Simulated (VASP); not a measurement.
Method: optB88-vdW, VASP's PBE PAW potentials (set 64) (plane waves; VASP 6.6.1).

VASP ran on this input.

INCAR:
```
SYSTEM = ZnSe
PREC = Accurate
ENCUT = 520
EDIFF = 1E-6
NELM = 100
ALGO = Normal
LREAL = .FALSE.
LASPH = .TRUE.
ISMEAR = 0
SIGMA = 0.05
GGA = BO
PARAM1 = 0.1833333333
PARAM2 = 0.22
LUSE_VDW = .TRUE.
AGGAC = 0.0
LMAXMIX = 4
LWAVE = .FALSE.
LCHARG = .FALSE.
IBRION = 2
ISIF = 3
NSW = 60
EDIFFG = -0.01
```

### KPOINTS
```
Automatic mesh
0
Gamma
7 7 7
0 0 0
```

### POSCAR
```
ZnSe
1.0
  0.0000000000   2.8350000000   2.8350000000
  2.8350000000   0.0000000000   2.8350000000
  2.8350000000   2.8350000000   0.0000000000
Zn Se
1 1
Cartesian
  0.0000000000   0.0000000000   0.0000000000
  1.4175000000   1.4175000000   1.4175000000
```

POTCAR, in this order: Zn Se (PBE.64 set). Program: vasp_std.

Output of the run:

### OSZICAR
```
       N       E                     dE             d eps       ncg     rms          rms(c)
DAV:   1     0.872568286203E+02    0.87257E+02   -0.91005E+03   520   0.157E+03
DAV:   2     0.378737698817E+01   -0.83469E+02   -0.79736E+02   555   0.269E+02
DAV:   3    -0.145254701720E+01   -0.52399E+01   -0.52158E+01   655   0.689E+01
DAV:   4    -0.150048717827E+01   -0.47940E-01   -0.47931E-01   570   0.700E+00
DAV:   5    -0.150075842906E+01   -0.27125E-03   -0.27125E-03   615   0.493E-01    0.478E+00
DAV:   6    -0.122085495029E+01    0.27990E+00   -0.64707E-01   771   0.258E+01    0.352E+00
DAV:   7    -0.120244442471E+01    0.18411E-01   -0.18636E-01   545   0.420E+00    0.145E+00
DAV:   8    -0.120256018348E+01   -0.11576E-03   -0.37975E-03   605   0.622E-01    0.480E-01
DAV:   9    -0.120263388195E+01   -0.73698E-04   -0.93872E-04   540   0.292E-01    0.631E-02
DAV:  10    -0.120266753980E+01   -0.33658E-04   -0.54450E-05   575   0.751E-02    0.178E-02
DAV:  11    -0.120267428938E+01   -0.67496E-05   -0.11129E-05   555   0.330E-02    0.248E-03
DAV:  12    -0.120267453479E+01   -0.24541E-06   -0.21079E-07   400   0.359E-03
   1 F= -.12026745E+01 E0= -.12026745E+01  d E =-.120267E+01
       N       E                     dE             d eps       ncg     rms          rms(c)
DAV:   1    -0.147547954847E+01   -0.27281E+00   -0.36755E+00   615   0.416E+01    0.360E+00
DAV:   2    -0.124735508553E+01    0.22812E+00   -0.73327E-01   615   0.206E+01    0.137E+00
DAV:   3    -0.121735734183E+01    0.29998E-01   -0.31760E-02   560   0.181E+00    0.655E-01
DAV:   4    -0.121070522020E+01    0.66521E-02   -0.41139E-03   560   0.615E-01    0.225E-01
DAV:   5    -0.120989146462E+01    0.81376E-03   -0.65795E-04   772   0.618E-01    0.243E-02
DAV:   6    -0.120989927755E+01   -0.78129E-05   -0.23957E-04   575   0.304E-01    0.209E-02
DAV:   7    -0.120990221820E+01   -0.29407E-05   -0.30016E-05   630   0.106E-01    0.739E-03
DAV:   8    -0.120990157494E+01    0.64327E-06   -0.48253E-06   510   0.367E-02
   2 F= -.12099016E+01 E0= -.12099016E+01  d E =-.722704E-02
       N       E                     dE             d eps       ncg     rms          rms(c)
DAV:   1    -0.122359668380E+01   -0.13694E-01   -0.17379E-01   620   0.853E+00    0.807E-01
DAV:   2    -0.121223274111E+01    0.11364E-01   -0.42351E-02   615   0.574E+00    0.291E-01
DAV:   3    -0.121086330345E+01    0.13694E-02   -0.14791E-03   550   0.379E-01    0.139E-01
DAV:   4    -0.121053018478E+01    0.33312E-03   -0.19864E-04   603   0.179E-01    0.547E-02
DAV:   5    -0.121048523866E+01    0.44946E-04   -0.51991E-05   761   0.134E-01    0.481E-03
DAV:   6    -0.121048574697E+01   -0.50832E-06   -0.13213E-05   535   0.571E-02    0.511E-03
DAV:   7    -0.121048548692E+01    0.26005E-06   -0.14489E-06   270   0.242E-02
   3 F= -.12104855E+01 E0= -.12104855E+01  d E =-.781095E-02
       N       E                     dE             d eps       ncg     rms          rms(c)
DAV:   1    -0.121077126406E+01   -0.28552E-03   -0.39002E-03   620   0.129E+00    0.121E-01
DAV:   2    -0.121051449622E+01    0.25677E-03   -0.92748E-04   615   0.815E-01    0.442E-02
DAV:   3    -0.121048201350E+01    0.32483E-04   -0.32840E-05   545   0.500E-02    0.211E-02
DAV:   4    -0.121047382097E+01    0.81925E-05   -0.41044E-06   570   0.238E-02    0.807E-03
DAV:   5    -0.121047258156E+01    0.12394E-05   -0.74303E-07   260   0.196E-02    0.847E-04
DAV:   6    -0.121047263096E+01   -0.49399E-07   -0.62522E-07   260   0.124E-02
   4 F= -.12104726E+01 E0= -.12104726E+01  d E =-.779810E-02
```

**OUTCAR**
```
------------------------ aborting loop because EDIFF is reached ----------------------------------------
  FORCE on cell =-STRESS in cart. coord.  units (eV):
  Direction    XX          YY          ZZ          XY          YZ          ZX
  --------------------------------------------------------------------------------------
  Total       -0.0144082     -0.0144082     -0.0144082     -0.0000000     -0.0000000      0.0000000
  in kB       -0.4910939     -0.4910939     -0.4910939     -0.0000000     -0.0000000      0.0000000
  external PRESSURE =      -0.4910939 kB  Pullay stress =       0.0000000 kB
  volume of cell :       47.01
      direct lattice vectors                 reciprocal lattice vectors
     0.000000000  2.864454087  2.864454087    -0.174553330  0.174553330  0.174553330
     2.864454087  0.000000000  2.864454087     0.174553330 -0.174553330  0.174553330
     2.864454087  2.864454087  0.000000000     0.174553330  0.174553330 -0.174553330
  FREE ENERGIE OF THE ION-ELECTRON SYSTEM (eV)
  ---------------------------------------------------
  free  energy   TOTEN  =        -1.2104726310 eV

  energy  without entropy=       -1.2104726310  energy(sigma->0) =       -1.21047263

 reached required accuracy - stopping structural energy minimisation
```
(Selected blocks of OUTCAR.)

File CONTCAR:
```
ZnSe
   1.00000000000000
     0.0000000000000000    2.8644540874723354    2.8644540874723354
     2.8644540874723354    0.0000000000000000    2.8644540874723354
     2.8644540874723354    2.8644540874723354    0.0000000000000000
  Zn              Se
     1     1
Direct
     1.0000000000000000    0.0000000000000000    0.0000000000000000
     0.2500000000000000    0.2500000000000000    0.2500000000000000
```

Energy and stress use the plane-wave basis of the starting cell.

The compound is ZnSe in the zinc blende structure. This run relaxes it. Symmetry was kept, so distortions that lower it aren't found.
